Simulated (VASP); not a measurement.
Input of a VASP 6.6.1 run:

INCAR

```
PREC     = Accurate       # precision mode
ENCUT    = 600            # plane-wave cutoff, eV
EDIFF    = 1E-6           # SCF threshold, eV
ISMEAR   = 0              # smearing method
SIGMA    = 0.03           # smearing width, eV
LREAL    = False          # projectors in reciprocal space
LASPH    = True           # aspherical terms in the spheres
NELM     = 80             # most SCF steps
ALGO     = Normal         # electronic algorithm
ISIF     = 3              # what is computed and relaxed
LWAVE    = False          # write WAVECAR
LCHARG   = False          # write CHGCAR
GGA      = PS             # functional
IBRION   = 2              # ionic algorithm
NSW      = 90             # ionic steps
EDIFFG   = -0.01          # ionic threshold
```

File KPOINTS:

```
Automatic mesh
0
Gamma
  10 10 10
```

File POSCAR:

```
Ge
1.0
    0.0000000000      2.8289100000      2.8289100000
    2.8289100000      0.0000000000      2.8289100000
    2.8289100000      2.8289100000      0.0000000000
Ge
2
Direct
    0.0000000000      0.0000000000      0.0000000000
    0.2500000000      0.2500000000      0.2500000000
```

Potentials or basis: VASP PAW PBE potentials, release 64 (Ge_d).

The run is started by

```console
$ cat potpaw_PBE.64/Ge_d/POTCAR > POTCAR
$ mpirun -np 1 vasp_std > vasp.out
```

**Question.** Estimate the space group after relaxing (to 0.05 Å).

**Answer.** Fd-3m (No. 227).

**Question.** What does it give for the relaxed volume?

**Answer.** 22.85 Å³/atom.

Final structure:
```cif
data_structure
_symmetry_space_group_name_H-M 'P 1'
_symmetry_Int_Tables_number 1
_cell_length_a 4.0130
_cell_length_b 4.0130
_cell_length_c 4.0130
_cell_angle_alpha 60.000
_cell_angle_beta 60.000
_cell_angle_gamma 60.000
_cell_volume 45.70
loop_
_atom_site_label
_atom_site_type_symbol
_atom_site_fract_x
_atom_site_fract_y
_atom_site_fract_z
_atom_site_occupancy
Ge1 Ge 0.00000 0.00000 0.00000 1
Ge2 Ge 0.25000 0.25000 0.25000 1
```

Caveat: the PAW data sets were made with another functional, which shifts forces and pressure a little. Zero-point motion and thermal expansion aren't in these numbers.
